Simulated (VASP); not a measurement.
Runs of VASP 6.6.1 on Ge. Symmetry: Fd-3m, No. 227, cubic system. The conventional cell has a = 5.678 Å, b = 5.678 Å, c = 5.678 Å, α = 90.00°, β = 90.00°, γ = 90.00°. Around Ge (site symmetry -43m) lie 4 Ge at 2.46 Å. 

| task | level | potentials or basis | cell | k mesh | cutoff (eV) | gap on the mesh (eV) | pressure (GPa) |
| --- | --- | --- | --- | --- | --- | --- | --- |
| band structure | PBEsol | VASP PAW PBE potentials, release 64 (Ge_d) | Fd-3m, 22.88 Å³/atom | 10 × 10 × 10 | 450 | - | -0.4 |
| relaxation of cell and atoms | r2SCAN | VASP PAW PBE potentials, release 64 (Ge_d) | relaxed | 9 × 9 × 9 | 600 | 0.30 | 0.0 |
| band structure | PBE | VASP PAW PBE potentials, release 64 (Ge_d) | Fd-3m, 22.88 Å³/atom | 10 × 10 × 10 | 600 | - | (a) |
| band structure | r2SCAN | VASP PAW PBE potentials, release 64 (Ge_d) | Fd-3m, 22.88 Å³/atom | 10 × 10 × 10 | 450 | 0.30 | -0.4 |
| band structure | LDA | VASP PAW LDA potentials, release 64 (Ge_d) | Fd-3m, 22.88 Å³/atom | 10 × 10 × 10 | 450 | - | -2.2 |
| band structure | PBE | VASP PAW PBE potentials, release 64 (Ge_d) | Fd-3m, 22.88 Å³/atom | 10 × 10 × 10 | 450 | - | 2.5 |

Alike in all rows: no spin polarisation; smearing gaussian 0.02 eV.

**Question.** Fill in the values left out.

**Answer.** (a) 2.8.

Caveats: this crystal is a semiconductor, whose small gap the functional closes, so the metal is an error of the method (some runs); the PAW data sets were made with another functional, which shifts forces and pressure a little (some runs); an odd mesh through Γ misses points on the zone boundary, where band edges often lie (some runs).

A k mesh can miss the band edges, and the runs leave out spin-orbit coupling on Ge.
